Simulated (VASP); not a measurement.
NiMoIrPdW: band structure with RPBE

NiMoIrPdW:

```
CELL_PARAMETERS angstrom
2.78602 0.00000 0.00000
-1.39301 2.41277 0.00000
0.00000 0.00000 11.07792
ATOMIC_POSITIONS crystal
Ni 0.33333 0.66667 0.59601
Mo 0.00000 0.00000 0.40944
Pd 0.66667 0.33333 0.79555
Ir 0.66667 0.33333 0.20009
W 0.33333 0.66667 0.99891
```

The cell was built by a generator and needn't be a form met in nature.

```
Program                : VASP 6.6.1
Task                   : band structure
Functional             : RPBE
Potentials or basis    : VASP PAW PBE potentials, release 64 (Ni, Mo_sv, Pd, Ir, W_sv)
Cutoff                 : 520 eV
k mesh                 : 11 × 11 × 3
Occupations            : fermi-dirac, width 0.05 eV
Spin                   : collinear spin, ferromagnetic start
Starting moments       : [1.0, 1.0, 0.0, 0.6, 0.0] μB
Further INCAR settings : ALGO = Normal; EDIFF = 1e-07
```

```yaml
Band_gap_along_the_path: none (metal or under the smearing width)
Net_moment: 0.00 μB per cell
```

Levels at the corners of the path, in eV from the Fermi level:
Spin up:
```
point  band 26  band 27  band 28  band 29  band 30  band 31
    Γ    -1.42    -1.04    -1.04    -0.86    -0.31    -0.31
    M    -0.36    -0.18     0.68     0.99     1.25     1.61
    M    -0.36    -0.18     0.68     0.99     1.25     1.61
    K    -0.14    -0.13    -0.09     0.06     0.59     1.38
    K    -0.14    -0.13    -0.09     0.06     0.59     1.38
    Γ    -1.42    -1.04    -1.04    -0.86    -0.31    -0.31
    Γ    -1.42    -1.04    -1.04    -0.86    -0.31    -0.31
    A    -1.36    -1.36    -1.23    -1.23    -0.21    -0.21
    A    -1.36    -1.36    -1.23    -1.23    -0.21    -0.21
    L    -0.36    -0.23     0.61     0.99     1.41     2.07
    L    -0.36    -0.23     0.61     0.99     1.41     2.07
    H    -0.16    -0.16    -0.07     0.10     0.43     1.39
    H    -0.16    -0.16    -0.07     0.10     0.43     1.39
    A    -1.36    -1.36    -1.23    -1.23    -0.21    -0.21
    L    -0.36    -0.23     0.61     0.99     1.41     2.07
    M    -0.36    -0.18     0.68     0.99     1.25     1.61
    K    -0.14    -0.13    -0.09     0.06     0.59     1.38
    H    -0.16    -0.16    -0.07     0.10     0.43     1.39
```
Spin down:
| point | band 25 | band 26 | band 27 | band 28 | band 29 | band 30 | band 31 | band 32 |
| --- | --- | --- | --- | --- | --- | --- | --- | --- |
| Γ | -1.42 | -1.42 | -1.04 | -1.04 | -0.86 | -0.31 | -0.31 | -0.18 |
| M | -0.39 | -0.36 | -0.18 | 0.68 | 0.99 | 1.25 | 1.61 | 2.21 |
| M | -0.39 | -0.36 | -0.18 | 0.68 | 0.99 | 1.25 | 1.61 | 2.21 |
| K | -0.52 | -0.14 | -0.13 | -0.09 | 0.06 | 0.59 | 1.38 | 1.78 |
| K | -0.52 | -0.14 | -0.13 | -0.09 | 0.06 | 0.59 | 1.38 | 1.78 |
| Γ | -1.42 | -1.42 | -1.04 | -1.04 | -0.86 | -0.31 | -0.31 | -0.18 |
| Γ | -1.42 | -1.42 | -1.04 | -1.04 | -0.86 | -0.31 | -0.31 | -0.18 |
| A | -1.43 | -1.36 | -1.36 | -1.23 | -1.23 | -0.21 | -0.21 | 0.36 |
| A | -1.43 | -1.36 | -1.36 | -1.23 | -1.23 | -0.21 | -0.21 | 0.36 |
| L | -0.56 | -0.36 | -0.23 | 0.61 | 0.99 | 1.41 | 2.07 | 2.39 |
| L | -0.56 | -0.36 | -0.23 | 0.61 | 0.99 | 1.41 | 2.07 | 2.39 |
| H | -0.52 | -0.16 | -0.16 | -0.07 | 0.10 | 0.43 | 1.39 | 2.00 |
| H | -0.52 | -0.16 | -0.16 | -0.07 | 0.10 | 0.43 | 1.39 | 2.00 |
| A | -1.43 | -1.36 | -1.36 | -1.23 | -1.23 | -0.21 | -0.21 | 0.36 |
| L | -0.56 | -0.36 | -0.23 | 0.61 | 0.99 | 1.41 | 2.07 | 2.39 |
| M | -0.39 | -0.36 | -0.18 | 0.68 | 0.99 | 1.25 | 1.61 | 2.21 |
| K | -0.52 | -0.14 | -0.13 | -0.09 | 0.06 | 0.59 | 1.38 | 1.78 |
| H | -0.52 | -0.16 | -0.16 | -0.07 | 0.10 | 0.43 | 1.39 | 2.00 |

Wall time 4.5 min on 4 MPI ranks on Intel(R) Xeon(R) Platinum 8488C (Sapphire Rapids), with other jobs on the host, peak memory 0.71 GiB a rank.

Caveat: the log is that of the step along the path at fixed density, whose energy, stress, charges and moments have no meaning; spin-orbit coupling is left out, which moves the levels of the heavy elements.
